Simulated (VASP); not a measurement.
Data:

```
CELL_PARAMETERS angstrom
      0.00000     2.94270     2.94270
      2.94270     0.00000     2.94270
      2.94270     2.94270     0.00000
ATOMIC_POSITIONS crystal
  Ag 0.00000 0.00000 0.00000
  Br 0.50000 0.50000 0.50000
```

Level of theory: PBE GGA, VASP's PBE PAW potentials (set 64) (plane waves; VASP 6.6.1). Run with 400 eV cut-off, 3×3×3 Γ-centred mesh, Gaussian smearing of 0.050 eV, potentials Ag Br.

Task: Predict the energy per atom (σ→0).

Result: 
```json
{
  "energy per atom (σ→0)": "-2.455 eV/atom"
}
```

The absolute energy has meaning only against runs of the same code, potentials and settings.

The compound is AgBr in the rock salt structure. The cell was not relaxed at this level. The k-mesh is coarse (spacing up to 0.62 per Å, 2π included), so the numbers may not be converged in it. The run is one of a series of settings (KPOINTS 3×3×3 Γ-centred mesh against the base run), some of them coarse on purpose.
